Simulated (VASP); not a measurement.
ZnIr2O4:

```
CELL_PARAMETERS angstrom
0.00000 4.37468 4.37468
4.37468 0.00000 4.37468
4.37468 4.37468 0.00000
ATOMIC_POSITIONS crystal
Zn 0.75000 0.75000 0.75000
Zn 0.50000 0.50000 0.50000
Ir 0.12500 0.12500 0.62500
Ir 0.12500 0.62500 0.12500
Ir 0.62500 0.12500 0.12500
Ir 0.12500 0.12500 0.12500
O 0.36356 0.36356 0.90931
O 0.36356 0.90931 0.36356
O 0.90931 0.36356 0.36356
O 0.36356 0.36356 0.36356
O 0.88644 0.88644 0.34069
O 0.88644 0.34069 0.88644
O 0.34069 0.88644 0.88644
O 0.88644 0.88644 0.88644
```

The cell comes from a database or a generator and needn't be the stable form of this composition.

```yaml
Program: VASP 6.6.1
Task: relaxation of cell and atoms
Functional: LDA
Potentials_or_basis: VASP PAW LDA potentials, release 64 (Zn, Ir, O)
Cutoff: 600 eV
k_mesh: 6 × 6 × 6
Occupations: gaussian, width 0.03 eV
Spin: no spin polarisation
```

At the start: pressure -13.9 GPa; volume 11.96 Å³/atom.

**Question.** Where does the relaxation end?

**Answer.** Over 10 steps the energy falls by 34.7 meV/atom and the volume is 11.17 Å³/atom (-6.6 %); space group Fd-3m (No. 227, to 0.05 Å).

The path:
| step | energy change (eV) | largest force (eV/Å) | pressure (GPa) | volume (Å³) |
| --- | --- | --- | --- | --- |
| 1 | 0.0000 | 0.4414 | -13.86 | 167.44 |
| 2 | 0.9222 | 1.9890 | 31.46 | 143.59 |
| 3 | -0.4543 | 0.2965 | -0.70 | 158.12 |
| 4 | -0.4546 | 0.3151 | -0.51 | 157.94 |
| 5 | -0.4546 | 0.3330 | -0.21 | 157.75 |
| 6 | -0.4809 | 0.1429 | 0.05 | 156.82 |
| 7 | -0.4860 | 0.0053 | 0.23 | 156.18 |
| 8 | -0.4860 | 0.0125 | 0.17 | 156.21 |
| 9 | -0.4859 | 0.0143 | -0.26 | 156.49 |
| 10 | -0.4860 | 0.0032 | -0.02 | 156.33 |

Final structure:
```yaml
crystal:
  lattice:
    - [0.00000, 4.27567, 4.27567]
    - [4.27567, 0.00000, 4.27567]
    - [4.27567, 4.27567, 0.00000]
  atoms:
    - { symbol: Zn, position: [0.75000, 0.75000, 0.75000] }
    - { symbol: Zn, position: [0.50000, 0.50000, 0.50000] }
    - { symbol: Ir, position: [0.12500, 0.12500, 0.62500] }
    - { symbol: Ir, position: [0.12500, 0.62500, 0.12500] }
    - { symbol: Ir, position: [0.62500, 0.12500, 0.12500] }
    - { symbol: Ir, position: [0.12500, 0.12500, 0.12500] }
    - { symbol: O, position: [0.36457, 0.36457, 0.90629] }
    - { symbol: O, position: [0.36457, 0.90629, 0.36457] }
    - { symbol: O, position: [0.90629, 0.36457, 0.36457] }
    - { symbol: O, position: [0.36457, 0.36457, 0.36457] }
    - { symbol: O, position: [0.88543, 0.88543, 0.34371] }
    - { symbol: O, position: [0.88543, 0.34371, 0.88543] }
    - { symbol: O, position: [0.34371, 0.88543, 0.88543] }
    - { symbol: O, position: [0.88543, 0.88543, 0.88543] }
```
